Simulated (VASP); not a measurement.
The system is GaN.

```xyz
4
Lattice="3.1800 0.0000 0.0000 -1.5900 2.7540 0.0000 0.0000 0.0000 5.1660" Properties=species:S:1:pos:R:3 pbc="T T T"
Ga    0.0000    1.8360    0.0000
Ga    1.5900    0.9180    2.5830
N     0.0000    1.8360    1.9373
N     1.5900    0.9180    4.5203
```

* Program: VASP 6.6.1
* Task: relaxation of cell and atoms
* Functional: PBE
* Potentials or basis: VASP PAW PBE potentials, release 64 (Ga_d, N)
* Cutoff: 600 eV
* k mesh: 12 × 12 × 5
* Occupations: gaussian, width 0.03 eV
* Spin: no spin polarisation

At the start: pressure 7.2 GPa; volume 11.31 Å³/atom.

Problem. How do energy, volume and symmetry change on relaxing?

Solution. Over 5 steps the energy falls by 10.1 meV/atom and the volume is 11.75 Å³/atom (+3.9 %); space group P6_3mc (No. 186, to 0.05 Å).

The path:
```
step  energy change (eV)  largest force (eV/Å)  pressure (GPa)  volume (Å³)
   1              0.0000                0.1346            7.17        45.24
   2             -0.0118                0.0620           -5.27        48.64
   3             -0.0402                0.0105           -0.03        47.03
   4             -0.0402                0.0127            0.13        47.00
   5             -0.0403                0.0073            0.09        47.00
```

Final structure:
```yaml
crystal:
  lattice:
    - [3.21715, 0.00000, 0.00000]
    - [-1.60857, 2.78613, 0.00000]
    - [0.00000, 0.00000, 5.24347]
  atoms:
    - { symbol: Ga, position: [0.33333, 0.66667, 0.99924] }
    - { symbol: Ga, position: [0.66667, 0.33333, 0.49924] }
    - { symbol: N, position: [0.33333, 0.66667, 0.37576] }
    - { symbol: N, position: [0.66667, 0.33333, 0.87576] }
```
